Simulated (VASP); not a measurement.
# ScCu (Pm-3m) in VASP: notebook

One crystal, ScCu, is run at these levels: LDA; tasks: single point, relaxation of cell and atoms.

All numbers are computed with VASP 6.6.1; they aren't measurements. Logs are shortened: lines on timing, memory, paths and dates and some standing lists are left out, and cuts for length are marked.

## 1. The crystal as given

It takes space group Pm-3m (No. 221, cubic). Conventional cell: a = 3.167 Å, b = 3.167 Å, c = 3.167 Å, α = 90.00°, β = 90.00°, γ = 90.00°. Sc (site symmetry m-3m) has 8 Cu at 2.74 Å as nearest neighbours. Cu (site symmetry m-3m) is surrounded by 8 Sc at 2.74 Å.

## 2. Single point, LDA

INCAR reads:

```
SYSTEM = ScCu
PREC = Accurate ; ENCUT = 520
EDIFF = 1E-7 ; ISMEAR = 0
SIGMA = 0.1 ; LREAL = .FALSE.
LASPH = .TRUE. ; NELM = 100
ALGO = Normal ; ISIF = 2
LWAVE = .FALSE. ; LCHARG = .FALSE.
NBANDS = 18
```

KPOINTS reads:

```
Automatic mesh
0
G
  14 14 14
  0 0 0
```

POSCAR reads:

```
ScCu
1.0
    3.1671070432      0.0000000000      0.0000000000
    0.0000000000      3.1671070432      0.0000000000
    0.0000000000      0.0000000000      3.1671070432
Sc Cu
1 1
Direct
    0.5000000000      0.5000000000      0.5000000000
    0.0000000000      0.0000000000      0.0000000000
```

Potentials or basis: VASP PAW LDA potentials, release 64 (Sc_sv, Cu).

Run with:

```
cat potpaw_LDA.64/Sc_sv/POTCAR potpaw_LDA.64/Cu/POTCAR > POTCAR
mpirun -np 1 vasp_std > vasp.out
```

OUTCAR:

```text
SYSTEM = ScCu
   PREC = Accurate
   ENCUT = 520
   EDIFF = 1E-7
   ISMEAR = 0
   LREAL = .FALSE.
   LASPH = .TRUE.
   NELM = 100
   ISIF = 2

 ion  position               nearest neighbor table
   1  0.500  0.500  0.500-   2 2.74   2 2.74   2 2.74   2 2.74   2 2.74   2 2.74   2 2.74   2 2.74

   2  0.000  0.000  0.000-   1 2.74   1 2.74   1 2.74   1 2.74   1 2.74   1 2.74   1 2.74   1 2.74

  LATTYP: Found a simple cubic cell.
 ALAT       =     3.1671070432

  Lattice vectors:

 A1 = (   3.1671070432,   0.0000000000,   0.0000000000)
 A2 = (   0.0000000000,   3.1671070432,   0.0000000000)
 A3 = (   0.0000000000,   0.0000000000,   3.1671070432)

Analysis of symmetry for initial positions (statically):
=====================================================================
 Subroutine PRICEL returns:
 Original cell was already a primitive cell.

 Routine SETGRP: Setting up the symmetry group for a
 simple cubic supercell.

 Subroutine GETGRP returns: Found 48 space group operations
 (whereof 48 operations were pure point group operations)
 out of a pool of 48 trial point group operations.

The static configuration has the point symmetry O_h .

Analysis of symmetry for dynamics (positions and initial velocities):
=====================================================================
 Subroutine PRICEL returns:
 Original cell was already a primitive cell.

 Routine SETGRP: Setting up the symmetry group for a
 simple cubic supercell.

 Subroutine GETGRP returns: Found 48 space group operations
 (whereof 48 operations were pure point group operations)
 out of a pool of 48 trial point group operations.

The dynamic configuration has the point symmetry O_h .

 Subroutine INISYM returns: Found 48 space group operations
 (whereof 48 operations are pure point group operations),
 and found     1 'primitive' translations

----------------------------------------------------------------------------------------

                                     Primitive cell

  volume of cell :      31.7679

  direct lattice vectors                    reciprocal lattice vectors
     3.167107043  0.000000000  0.000000000     0.315745564  0.000000000  0.000000000
     0.000000000  3.167107043  0.000000000     0.000000000  0.315745564  0.000000000
     0.000000000  0.000000000  3.167107043     0.000000000  0.000000000  0.315745564

  length of vectors
     3.167107043  3.167107043  3.167107043     0.315745564  0.315745564  0.315745564

  position of ions in fractional coordinates (direct lattice)
     0.500000000  0.500000000  0.500000000
     0.000000000  0.000000000  0.000000000

  ion indices of the primitive-cell ions
   primitive index   ion index
                 1           1
                 2           2

----------------------------------------------------------------------------------------

 KPOINTS: Automatic mesh

Automatic generation of k-mesh.
 Grid dimensions read from file:
 generate k-points for:   14   14   14

 Generating k-lattice:

  Cartesian coordinates                     Fractional coordinates (reciprocal lattice)
     0.022553255  0.000000000  0.000000000     0.071428571  0.000000000  0.000000000
     0.000000000  0.022553255  0.000000000     0.000000000  0.071428571  0.000000000
     0.000000000  0.000000000  0.022553255     0.000000000  0.000000000  0.071428571

  Length of vectors
     0.022553255  0.022553255  0.022553255

  Shift w.r.t. Gamma in fractional coordinates (k-lattice)
     0.000000000  0.000000000  0.000000000

 Subroutine IBZKPT returns following result:
 ===========================================

 Found    120 irreducible k-points:

 Following reciprocal coordinates:
            Coordinates               Weight
  0.000000  0.000000  0.000000      1.000000
  0.071429  0.000000  0.000000      6.000000
  0.142857  0.000000  0.000000      6.000000
  0.214286  0.000000  0.000000      6.000000
  0.285714  0.000000  0.000000      6.000000
  0.357143  0.000000  0.000000      6.000000
[... 16 lines left out ...]
  0.285714  0.214286  0.000000     24.000000
  0.357143  0.214286  0.000000     24.000000
 [... further k-points ...]
   k-points           NKPTS =    120   k-points in BZ     NKDIM =    120   number of bands    NBANDS=     18
   number of dos      NEDOS =    301   number of ions     NIONS =      2
   total plane-waves  NPLWV =  13824
   dimension x,y,z NGX =    24 NGY =   24 NGZ =   24
   dimension x,y,z NGXF=    48 NGYF=   48 NGZF=   48
   ions per type =               1   1
   NGX,Y,Z   is equivalent  to a cutoff of  12.60, 12.60, 12.60 a.u.
   NGXF,Y,Z  is equivalent  to a cutoff of  25.20, 25.20, 25.20 a.u.
 SYSTEM =  ScCu
   PREC   = accura    normal or accurate (medium, high low for compatibility)
   ISTART =      0    job   : 0-new  1-cont  2-samecut
   ICHARG =      2    charge: 1-file 2-atom 10-const
   ISPIN  =      1    spin polarized calculation?
   LNONCOLLINEAR =      F non collinear calculations
   LSORBIT =      F    spin-orbit coupling
   LASPH  =      T    aspherical Exc in radial PAW
   ENCUT  =  520.0 eV  38.22 Ry    6.18 a.u.   5.89  5.89  5.89*2*pi/ulx,y,z
   NELM   =    100;   NELMIN=  2; NELMDL= -5     # of ELM steps
   EDIFF  = 0.1E-06   stopping-criterion for ELM
   LREAL  =      F    real-space projection
   EDIFFG = 0.1E-05   stopping-criterion for IOM
   NSW    =      0    number of steps for IOM
   IBRION =     -1    ionic relax: 0-MD 1-quasi-New 2-CG
   NFREE  =      0    steps in history (QN), initial steepest desc. (CG)
   ISIF   =      2    stress and relaxation
   ISYM   =      2    0-nonsym 1-usesym 2-fastsym
   POTIM  = 0.5000    time-step for ionic-motion
   TEBEG  =    0.0;   TEEND  =   0.0 temperature during run
   PSTRESS=    0.0 pullay stress
   NELECT =      22.0000    total number of electrons
   NUPDOWN=      -1.0000    fix difference up-down
   EMIN   =  10.00;   EMAX   =-10.00  energy-range for DOS
   EFERMI =   0.00;   METHOD = LEGACY
   ISMEAR =     0;   SIGMA  =   0.10  broadening in eV -4-tet -1-fermi 0-gaus
   EFERMI_NEDOS =   21; number of points for ismear=-14 and -15
   IALGO  =     38    algorithm
   IMIX   =      4    mixing-type and parameters
     AMIX     =   0.40;   BMIX     =  1.00
     AMIX_MAG =   1.60;   BMIX_MAG =  1.00
  volume/ion in A,a.u.               =      15.88       107.19
  Fermi-wavevector in a.u.,A,eV,Ry     =   1.448393  2.737065 28.542864  2.097841
  Thomas-Fermi vector in A             =   2.566239
   LORBIT       =      0    0 simple, 1 ext, 2 COOP (PROOUT), +10 PAW based schemes
   GGA     = CA    functional components
   LHFCALC =     F    Hartree Fock is set to
   AEXX    =    0.0000 exact exchange contribution
   IVDW    =     0    specifies the selected vdW correction
   LEPSILON=     F    determine dielectric tensor
   LRPA    =     F    only Hartree local field effects (RPA)
 non-spin polarized calculation
 Gauss-broadening in eV      SIGMA  =   0.10
  energy-cutoff  :      520.00
  volume of cell :       31.77
 maximum number of plane-waves:       876
 NGX is ok and might be reduce to    24
   NGX = 11   NGY = 11   NGZ = 11

 number of electron      22.0000038 magnetization

 Free energy of the ion-electron system (eV)
  ---------------------------------------------------
  ext. energy  EPLUGINS =         0.00000000
  ---------------------------------------------------
  free energy    TOTEN  =       -11.96664750 eV

  energy without entropy =      -11.96097474  energy(sigma->0) =      -11.96381112

 E-fermi :   5.9865     XC(G=0): -11.8431

 val. band max:        5.9602530670   @ k =   0.2857   0.2857   0.0714
 cond. band min:       5.9956300699   @ k =   0.2857   0.2143   0.0714
 fundamental gap:      0.0353770029
 Fermi energy:         5.9864775328

 k-point     1 :       0.0000    0.0000    0.0000
  band No.  band energies     occupation
      1     -42.8961      2.00000
      2     -21.7375      2.00000
      3     -21.7375      2.00000
      4     -21.7375      2.00000
      5      -1.3823      2.00000
      6       1.7852      2.00000
[... 10 lines left out ...]
     17      13.2220      0.00000
     18      13.2220      0.00000

 k-point     2 :       0.0714    0.0000    0.0000
  band No.  band energies     occupation
      1     -42.8944      2.00000
      2     -21.7540      2.00000
      3     -21.7362      2.00000
      4     -21.7362      2.00000
      5      -1.2921      2.00000
      6       1.8061      2.00000
[... 10 lines left out ...]
     17      13.4680      0.00000
     18      13.4680      0.00000

 k-point     3 :       0.1429    0.0000    0.0000
  band No.  band energies     occupation
      1     -42.8899      2.00000
      2     -21.7998      2.00000
      3     -21.7325      2.00000
      4     -21.7325      2.00000
      5      -1.0261      2.00000
      6       1.8658      2.00000
[... 10 lines left out ...]
     17      14.1049      0.00000
     18      14.1049      0.00000

 k-point     4 :       0.2143    0.0000    0.0000
  band No.  band energies     occupation
      1     -42.8833      2.00000
      2     -21.8653      2.00000
      3     -21.7272      2.00000
      4     -21.7272      2.00000
      5      -0.5981      2.00000
      6       1.9551      2.00000
[... 375 lines left out ...]
      4     -21.7164      2.00000
      5       0.0880      2.00000
      6       2.0510      2.00000
[... 10 lines left out ...]
     17      13.0670      0.00000
     18      16.1264      0.00000

 k-point    23 :       0.2857    0.2143    0.0000
  band No.  band energies     occupation
      1     -42.8636      2.00000
      2     -21.9214      2.00000
      3     -21.8423      2.00000
      4     -21.7102      2.00000
      5       0.5551      2.00000
      6       2.0899      2.00000
[... 10 lines left out ...]
     17      13.4346      0.00000
     18      16.8561      0.00000

 k-point    24 :       0.3571    0.2143    0.0000
  band No.  band energies     occupation
      1     -42.8571      2.00000
      2     -21.9832      2.00000
      3     -21.8353      2.00000
      4     -21.7046      2.00000
      5       1.0470      2.00000
      6       2.1051      2.00000
[... 10 lines left out ...]
     17      14.0580      0.00000
     18      17.6534      0.00000

 [... further k-points ...]

------------------------ aborting loop because EDIFF is reached ----------------------------------------

  FORCE on cell =-STRESS in cart. coord.  units (eV):
  Direction    XX          YY          ZZ          XY          YZ          ZX
  --------------------------------------------------------------------------------------
  -------------------------------------------------------------------------------------
  Total        0.1058120      0.1058120      0.1058120     -0.0000000      0.0000000      0.0000000
  in kB        5.3365085      5.3365085      5.3365085     -0.0000000      0.0000000      0.0000000
  external PRESSURE =       5.3365085 kB  Pullay stress =       0.0000000 kB

 VOLUME and BASIS-vectors are now :
 -----------------------------------------------------------------------------
  energy-cutoff  :      520.00
  volume of cell :       31.77
      direct lattice vectors                 reciprocal lattice vectors
     3.167107043  0.000000000  0.000000000     0.315745564  0.000000000  0.000000000
     0.000000000  3.167107043  0.000000000     0.000000000  0.315745564  0.000000000
     0.000000000  0.000000000  3.167107043     0.000000000  0.000000000  0.315745564

 POSITION                                       TOTAL-FORCE (eV/Angst)
 -----------------------------------------------------------------------------------
      1.58355      1.58355      1.58355         0.000000      0.000000      0.000000
      0.00000      0.00000      0.00000         0.000000      0.000000      0.000000
 -----------------------------------------------------------------------------------
    total drift:                                0.000000      0.000000     -0.000000

  FREE ENERGIE OF THE ION-ELECTRON SYSTEM (eV)
  ---------------------------------------------------
  free  energy   TOTEN  =       -11.9666474974 eV

  energy  without entropy=      -11.9609747367  energy(sigma->0) =      -11.96381112
```

Run time: 23 s. Hardware: 1 thread of Intel Xeon Platinum 8488C (Sapphire Rapids), shared host; peak memory 0.18 GiB.

What came out:

| Item | Value |
| --- | --- |
| Free energy | -11.9666 eV |
| Pressure | 0.5 GPa |
| Band gap on the k mesh | none (metal or under the smearing width) |

Levels at points of the mesh, in eV from the Fermi level:
```csv
k point,band 9,band 10,band 11,band 12,band 13,band 14
"(0.00, 0.00, 0.00)",-3.24,-3.24,0.51,0.51,3.44,3.44
"(0.50, 0.00, 0.00)",-3.35,-3.13,-2.15,0.21,1.44,1.44
"(0.50, 0.50, 0.00)",-2.86,-1.91,0.29,0.29,0.95,2.72
"(0.50, 0.50, 0.50)",-2.84,-1.64,-1.64,-1.64,3.46,4.23
```

## 3. Relaxation of cell and atoms, LDA

This run uses another cell than the first one, of 17.26 Å³/atom, 1.087 times its volume.

INCAR reads:

```
ALGO = Normal
EDIFF = 1E-7
EDIFFG = -0.005
ENCUT = 600
IBRION = 2
ISIF = 3
ISMEAR = 0
LASPH = True
LCHARG = False
LREAL = False
LWAVE = False
NELM = 100
NSW = 100
PREC = Accurate
SIGMA = 0.1
```

KPOINTS reads:

```
k-points
0
Gamma
  14 14 14
```

POSCAR reads:

```
ScCu
1.0
    3.2560000000      0.0000000000      0.0000000000
    0.0000000000      3.2560000000      0.0000000000
    0.0000000000      0.0000000000      3.2560000000
Sc Cu
1 1
Direct
    0.5000000000      0.5000000000      0.5000000000
    0.0000000000      0.0000000000      0.0000000000
```

Potentials or basis: VASP PAW LDA potentials, release 64 (Sc_sv, Cu).

Run with:

```
cat potpaw_LDA.64/Sc_sv/POTCAR potpaw_LDA.64/Cu/POTCAR > POTCAR
mpirun -np 1 vasp_std > vasp.out
```

Wall time 1.8 min (1 thread of Intel Xeon Platinum 8488C (Sapphire Rapids), shared host); peak memory 0.22 GiB.

Results (log left out):

```
Free energy                            : -11.9674 eV
Relaxed volume                         : 15.97 Å³/atom
Relaxed cell                           : a = 3.173 Å, b = 3.173 Å, c = 3.173 Å, α = 90.00°, β = 90.00°, γ = 90.00°
Space group after relaxing (to 0.05 Å) : Pm-3m (No. 221)
Energy gained by relaxing              : 30.4 meV/atom
Ionic steps                            : 3
Pressure after relaxing                : 0.0 GPa
Band gap on the k mesh                 : none (metal or under the smearing width)
```

The path:
```csv
step,energy change (eV),largest force (eV/Å),pressure (GPa),volume (Å³)
1,0.0000,0.0000,-7.03,34.52
2,-0.0482,0.0000,3.88,30.87
3,-0.0608,0.0000,0.00,31.93
```

Final structure:
```cif
data_structure
_symmetry_space_group_name_H-M 'P 1'
_symmetry_Int_Tables_number 1
_cell_length_a 3.1726
_cell_length_b 3.1726
_cell_length_c 3.1726
_cell_angle_alpha 90.000
_cell_angle_beta 90.000
_cell_angle_gamma 90.000
_cell_volume 31.93
loop_
_atom_site_label
_atom_site_type_symbol
_atom_site_fract_x
_atom_site_fract_y
_atom_site_fract_z
_atom_site_occupancy
Sc1 Sc 0.50000 0.50000 0.50000 1
Cu1 Cu 0.00000 0.00000 0.00000 1
```

Levels at points of the mesh, in eV from the Fermi level:
| k point | band 8 | band 9 | band 10 | band 11 | band 12 | band 13 | band 14 | band 15 |
| --- | --- | --- | --- | --- | --- | --- | --- | --- |
| (0.00, 0.00, 0.00) | -3.23 | -3.23 | -3.23 | 0.51 | 0.51 | 3.42 | 3.42 | 3.42 |
| (0.50, 0.00, 0.00) | -3.34 | -3.34 | -3.11 | -2.15 | 0.21 | 1.44 | 1.44 | 3.31 |
| (0.50, 0.50, 0.00) | -3.59 | -2.84 | -1.91 | 0.28 | 0.28 | 0.95 | 2.71 | 2.71 |
| (0.50, 0.50, 0.50) | -2.83 | -2.83 | -1.63 | -1.63 | -1.63 | 3.43 | 4.21 | 4.21 |

## 4. Single point, LDA

This run uses another cell than the first one, of 17.26 Å³/atom, 1.087 times its volume.

INCAR reads:

```
SYSTEM = ScCu
ALGO = Normal ; EDIFF = 1E-6
ENCUT = 520 ; GGA = CA
ISIF = 2 ; ISMEAR = 0
LASPH = .TRUE. ; LCHARG = .TRUE.
LELF = .TRUE. ; LREAL = .FALSE.
LVHAR = .TRUE. ; LWAVE = .FALSE.
NBANDS = 18 ; NELM = 100
PREC = Accurate ; SIGMA = 0.1
```

KPOINTS reads:

```
k-points
0
G
  6 6 6
  0 0 0
```

POSCAR is that of step 3.

Run with:

```
cat potpaw_LDA.64/Sc_sv/POTCAR potpaw_LDA.64/Cu/POTCAR > POTCAR
mpirun -np 1 vasp_std > vasp.out
```

Run time: 4.9 s. Hardware: 1 thread of Intel Xeon Platinum 8488C (Sapphire Rapids), shared host; peak memory 0.13 GiB.

It converged, with:

| Quantity | Value |
| --- | --- |
| Free energy | -11.8977 eV |
| Pressure | -6.8 GPa |
| Band gap on the k mesh | none (metal or under the smearing width) |

Levels at points of the mesh, in eV from the Fermi level:
```
           k point  band 8  band 9  band 10  band 11  band 12  band 13  band 14  band 15
(0.00, 0.00, 0.00)   -2.96   -2.96    -2.96     0.55     0.55     3.21     3.21     3.21
(0.50, 0.00, 0.00)   -3.06   -3.06    -2.86    -2.04     0.33     1.44     1.44     3.11
(0.50, 0.50, 0.00)   -3.28   -2.61    -1.76     0.28     0.28     0.93     2.56     2.56
(0.50, 0.50, 0.50)   -2.60   -2.60    -1.37    -1.37    -1.37     3.12     3.91     3.91
```

## 5. The runs side by side

| task | cell | k mesh | cutoff (eV) | gap on the mesh (eV) | pressure (GPa) |
| --- | --- | --- | --- | --- | --- |
| single point | Pm-3m, 15.88 Å³/atom | 14 × 14 × 14 | 520 | none | 0.5 |
| relaxation of cell and atoms | relaxed | 14 × 14 × 14 | 600 | none | 0.0 |
| single point | Pm-3m, 17.26 Å³/atom | 6 × 6 × 6 | 520 | none | -6.8 |

Alike in all rows: level LDA; potentials or basis VASP PAW LDA potentials, release 64 (Sc_sv, Cu); no spin polarisation; smearing gaussian 0.1 eV.

Total energies depend on the potentials used, so only differences within one code and one set of settings carry meaning.
